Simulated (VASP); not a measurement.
Wanted: the native input for a VASP 6.6.1 run.

* Task: density of states
* Functional: PBE
* Potentials or basis: VASP PAW PBE potentials, release 64 (Na_pv, Li_sv, S)
* Cutoff: 520 eV
* k mesh: 8 × 8 × 8
* Occupations: gaussian, width 0.02 eV
* Spin: no spin polarisation
* Dipole correction: no
* k mesh for the DOS: 12 × 12 × 12
* Occupations for the DOS: tetrahedron
* Further INCAR settings: ALGO = Normal; EDIFF = 1e-06; NBANDS = 19

Crystal: NaLi3S.

```
Na Li S
1.0
     4.85873    0.00000    0.00000
     0.00000    4.85873    0.00000
     0.00000    0.00000    4.85873
Na Li S
1 3 1
Direct
  0.50000 0.50000 0.50000
  0.00000 0.50000 0.50000
  0.50000 0.00000 0.50000
  0.50000 0.50000 0.00000
  0.00000 0.00000 0.00000
```

The cell was built by a generator and needn't be a form met in nature.

One way to write it, as run:

POSCAR

```
NaLi3S
1.0
    4.8587277013      0.0000000000      0.0000000000
    0.0000000000      4.8587277013      0.0000000000
    0.0000000000      0.0000000000      4.8587277013
Na Li S
1 3 1
Direct
    0.5000000000      0.5000000000      0.5000000000
    0.0000000000      0.5000000000      0.5000000000
    0.5000000000      0.0000000000      0.5000000000
    0.5000000000      0.5000000000      0.0000000000
    0.0000000000      0.0000000000      0.0000000000
```

INCAR.step1

```
SYSTEM = NaLi3S
PREC     = Accurate       ! precision mode
ENCUT    = 520            ! plane-wave cutoff, eV
EDIFF    = 1E-6           ! SCF threshold, eV
ISMEAR   = 0              ! smearing method
SIGMA    = 0.02           ! smearing width, eV
LREAL    = .FALSE.        ! projectors in reciprocal space
LASPH    = .TRUE.         ! aspherical terms in the spheres
NELM     = 100            ! most SCF steps
ALGO     = Normal         ! electronic algorithm
ISIF     = 2              ! what is computed and relaxed
LWAVE    = .FALSE.        ! write WAVECAR
LCHARG   = .TRUE.         ! write CHGCAR
GGA      = PE             ! functional
NBANDS   = 19             ! bands
```

KPOINTS.step1

```
regular mesh
0
G
  8 8 8
  0 0 0
```

INCAR.step2

```
SYSTEM = NaLi3S
PREC     = Accurate       ! precision mode
ENCUT    = 520            ! plane-wave cutoff, eV
EDIFF    = 1E-6           ! SCF threshold, eV
ISMEAR   = -5             ! smearing method
SIGMA    = 0.02           ! smearing width, eV
LREAL    = .FALSE.        ! projectors in reciprocal space
LASPH    = .TRUE.         ! aspherical terms in the spheres
NELM     = 100            ! most SCF steps
ALGO     = Normal         ! electronic algorithm
ISIF     = 2              ! what is computed and relaxed
LWAVE    = .FALSE.        ! write WAVECAR
LCHARG   = .FALSE.        ! write CHGCAR
GGA      = PE             ! functional
LORBIT   = 10             ! projections on sites
NBANDS   = 19             ! bands
NEDOS    = 2001           ! points of the DOS
ICHARG   = 11             ! starting density
```

KPOINTS.step2

```
regular mesh
0
G
  12 12 12
  0 0 0
```

Potentials or basis: VASP PAW PBE potentials, release 64 (Na_pv, Li_sv, S).

Launch:

```console
$ cat potpaw_PBE.64/Na_pv/POTCAR potpaw_PBE.64/Li_sv/POTCAR potpaw_PBE.64/S/POTCAR > POTCAR
$ cp INCAR.step1 INCAR
$ cp KPOINTS.step1 KPOINTS
$ mpirun -np 1 vasp_std > vasp.out
$ cp INCAR.step2 INCAR
$ cp KPOINTS.step2 KPOINTS
$ mpirun -np 1 vasp_std > vasp.out
```

Results of the run:

```
Valence electrons inside the program's atomic spheres : Na 6.25; Li 2.06; S 3.57
```

It took 77 s on 1 thread of Intel(R) Xeon(R) 6975P-C (Granite Rapids), on a shared host, peak memory 0.3 GiB.
